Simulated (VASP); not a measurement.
These are r2SCAN meta-GGA, VASP's PBE PAW potentials (set 64) (plane waves; VASP) values and carry that method's errors.

The input files of a VASP run:

File POSCAR:
```
Ru
1
    1.3550000000    -2.3469290000     0.0000000000
    1.3550000000     2.3469290000     0.0000000000
    0.0000000000     0.0000000000     4.2800000000
Ru
2
Direct
  0.3333330000   0.6666670000   0.2500000000
  0.6666670000   0.3333330000   0.7500000000
```

**INCAR**
```
EDIFFG = -0.01
ISIF = 3
LASPH = T   # aspherical one-centre terms
LCHARG = F
LMAXMIX = 4
ENCUT = 400
LREAL = F
LWAVE = F
NELM = 100   # most electronic steps
LMIXTAU = T
NSW = 60   # most ionic steps
METAGGA = R2SCAN
EDIFF = 1E-6
ISMEAR = 1   # Methfessel-Paxton
PREC = Accurate
SYSTEM = Ru
IBRION = 2
ALGO = Normal   # blocked Davidson
SIGMA = 0.1   # width (eV)
```

KPOINTS:
```
Automatic
0
gamma
 14 14 8
```

POTCAR, in this order: Ru_pv (PBE.64 set). Program: vasp_std.

Task: Predict the energy per atom (σ→0), volume per atom, band gap (on the k-mesh).

Result: 
- energy per atom (σ→0): -25.425 eV/atom
- band gap (on the k-mesh): none (metal, semimetal or under 0.01 eV)
- volume per atom: 13.53 Å³/atom

**OSZICAR**
```
...
DAV:   4    -0.508511384582E+02    0.53961E-04   -0.17125E-05  4390   0.398E-02    0.433E-03
DAV:   5    -0.508511871861E+02   -0.48728E-04   -0.77155E-06  5116   0.249E-02    0.422E-03
DAV:   6    -0.508511533637E+02    0.33822E-04   -0.16028E-06  3098   0.145E-02    0.865E-04
DAV:   7    -0.508511729052E+02   -0.19541E-04   -0.55673E-07  2224   0.721E-03    0.478E-04
DAV:   8    -0.508511636964E+02    0.92088E-05   -0.83868E-08  2172   0.297E-03    0.254E-04
DAV:   9    -0.508511656257E+02   -0.19293E-05   -0.10426E-08  2172   0.821E-04    0.132E-04
DAV:  10    -0.508511648593E+02    0.76646E-06   -0.52100E-09  2170   0.518E-04
   5 F= -.50851165E+02 E0= -.50850751E+02  d E =-.510464E-04
```

The compound is Ru in the hcp structure. This run relaxes it. Symmetry was kept, so distortions that lower it aren't found.
